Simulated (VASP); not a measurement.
Consider the following.

```yaml
crystal:
  lattice:
    - [0.00000, 2.08080, 2.08080]
    - [2.08080, 0.00000, 2.08080]
    - [2.08080, 2.08080, 0.00000]
  atoms:
    - { symbol: Li, position: [0.00000, 0.00000, 0.00000] }
    - { symbol: H, position: [0.50000, 0.50000, 0.50000] }
```

The numbers are results of PBE GGA, VASP's PBE PAW potentials (set 64) (plane waves; VASP 6.6.1), not measurements. Numerical set-up: 520 eV cut-off, 8×8×8 Γ-centred mesh, Gaussian smearing of 0.050 eV, potentials Li_sv H.

Question: Predict the energy per atom (σ→0), pressure, band gap (on the k-mesh) with the smallest direct gap where there is one.

Answer: 
```json
{
 "band gap (on the k-mesh)": "3.05 eV",
 "smallest direct gap (on the k-mesh)": "3.05 eV",
 "energy per atom (σ→0)": "-3.052 eV/atom",
 "pressure": "-3.59 GPa"
}
```

Only differences to runs with the same potentials and settings are physical.

The compound is LiH in the rock salt structure. The cell was not relaxed at this level.
